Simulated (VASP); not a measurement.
## InAs: relaxation of cell and atoms with PBE

The system is InAs.

```
In As
1.0
     0.00000    3.09413    3.09413
     3.09413    0.00000    3.09413
     3.09413    3.09413    0.00000
In As
1 1
Direct
  0.00000 0.00000 0.00000
  0.25000 0.25000 0.25000
```

```json
{
 "Program": "VASP 6.6.1",
 "Task": "relaxation of cell and atoms",
 "Functional": "PBE",
 "Potentials or basis": "VASP PAW PBE potentials, release 64 (In_d, As)",
 "Cutoff": "600 eV",
 "k mesh": "10 × 10 × 10",
 "Occupations": "gaussian, width 0.03 eV",
 "Spin": "no spin polarisation",
 "Further INCAR settings": "ALGO = Normal; EDIFF = 1e-07; IBRION = 2; EDIFFG = -0.005; NSW = 90; ISIF = 3"
}
```

The pressure after relaxing is 0.0 GPa. The band gap on the k mesh is none (metal or under the smearing width).

Final structure:
```cif
data_structure
_symmetry_space_group_name_H-M 'P 1'
_symmetry_Int_Tables_number 1
_cell_length_a 4.3758
_cell_length_b 4.3758
_cell_length_c 4.3758
_cell_angle_alpha 60.000
_cell_angle_beta 60.000
_cell_angle_gamma 60.000
_cell_volume 59.24
loop_
_atom_site_label
_atom_site_type_symbol
_atom_site_fract_x
_atom_site_fract_y
_atom_site_fract_z
_atom_site_occupancy
In1 In 0.00000 0.00000 0.00000 1
As1 As 0.25000 0.25000 0.25000 1
```

Levels at points of the mesh, in eV from the Fermi level:
| k point | band 7 | band 8 | band 9 | band 10 | band 11 | band 12 |
| --- | --- | --- | --- | --- | --- | --- |
| (0.00, 0.00, 0.00) | -0.56 | -0.01 | -0.01 | -0.01 | 3.86 | 3.86 |
| (0.50, 0.00, 0.00) | -5.44 | -0.90 | -0.90 | 0.80 | 4.62 | 4.62 |
| (0.50, 0.50, 0.00) | -5.56 | -2.11 | -2.11 | 1.65 | 2.03 | 8.74 |

Run time: 19 s on 1 thread of Intel(R) Xeon(R) 6975P-C (Granite Rapids) (shared host), peak memory 0.23 GiB.

Caveat: the relaxation stopped at its first step, so nothing moved; this crystal is a semiconductor, whose small gap the functional closes, so the metal is an error of the method.
